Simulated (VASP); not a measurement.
GW runs with VASP on NaI (rock salt), on PBE orbitals with a Kohn-Sham gap of 3.64 eV on the mesh.

```xyz
2
Lattice="0.0000 3.2350 3.2350 3.2350 0.0000 3.2350 3.2350 3.2350 0.0000" Properties=species:S:1:pos:R:3 pbc="T T T"
Na     0.0000     0.0000     0.0000
I      3.2350     3.2350     3.2350
```

Numerical set-up: PREC = Normal, 500 eV cut-off, 4×4×4 Γ-centred mesh, Gaussian smearing of 0.010 eV, potentials Na_sv_GW I_GW.

The mesh is coarse and the basis finite, so the quasiparticle values are not converged. Unless said otherwise, spin-orbit coupling is left out, though it shifts the bands of the heavy elements here.

```csv
run,level,NBANDS,ENCUTGW (eV),QP gap (eV),smallest direct QP gap (eV)
run 1,"G0W0@PBE, 1 step(s)",64,150,5.61,5.61
run 2,"G0W0@PBE, 1 step(s)",160,200,___,___
```

Question: Fill in the missing entries.

Answer: 
- run 2, QP gap (eV): 5.75
- run 2, smallest direct QP gap (eV): 5.75

Left out are failed runs and those that VASP or the mesh makes unfit.

The compound is NaI in the rock salt structure. The cell was not relaxed at this level.
